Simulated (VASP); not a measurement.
Input:

```
CdHg3Te4
1.0
    6.50589     0.00000     0.00000
    0.00000     6.50589     0.00000
    0.00000     0.00000     6.50589
Hg Te Cd
3 4 1
Direct
  0.00000   0.00000   0.00000
  0.50000   0.50000   0.00000
  0.50000   0.00000   0.50000
  0.24976   0.25024   0.25024
  0.75024   0.74976   0.25024
  0.75024   0.25024   0.74976
  0.24976   0.74976   0.74976
  0.00000   0.50000   0.50000
```

Level of theory: PBEsol GGA, VASP's PBE PAW potentials (set 64) (plane waves; VASP). Settings: 400 eV cut-off, Gaussian smearing of 0.050 eV, potentials Hg Te Cd.

Problem. Give the energies of bands 28 to 41 at the high-symmetry points, in eV from the Fermi level.

Solution. 
```json
[
 {"band": "28", "Γ": "-2.15", "X": "-2.91", "M": "-3.85", "R": "-4.74"},
 {"band": "29", "Γ": "-2.15", "X": "-2.50", "M": "-2.44", "R": "-1.00"},
 {"band": "30", "Γ": "-2.15", "X": "-2.50", "M": "-2.34", "R": "-1.00"},
 {"band": "31", "Γ": "-2.10", "X": "-2.48", "M": "-2.33", "R": "-1.00"},
 {"band": "32", "Γ": "-2.10", "X": "-2.42", "M": "-2.33", "R": "-0.88"},
 {"band": "33", "Γ": "-2.10", "X": "-1.29", "M": "-0.97", "R": "-0.88"},
 {"band": "34", "Γ": "-0.48", "X": "-1.29", "M": "-0.97", "R": "-0.84"},
 {"band": "35", "Γ": "0.00", "X": "-1.17", "M": "-0.94", "R": "-0.84"},
 {"band": "36", "Γ": "0.00", "X": "-1.17", "M": "-0.85", "R": "-0.84"},
 {"band": "37", "Γ": "0.00", "X": "1.99", "M": "2.11", "R": "0.71"},
 {"band": "38", "Γ": "1.83", "X": "2.17", "M": "2.16", "R": "0.71"},
 {"band": "39", "Γ": "1.83", "X": "2.98", "M": "2.16", "R": "0.71"},
 {"band": "40", "Γ": "2.45", "X": "3.01", "M": "2.79", "R": "1.49"},
 {"band": "41", "Γ": "2.45", "X": "3.17", "M": "4.82", "R": "4.94"}
]
```

It has no gap at this level: it comes out as a metal or semimetal.

The structure was generated: CdHg3Te4 was put into an ordered model structure (P-43m), which need not be its known phase. It was relaxed first.
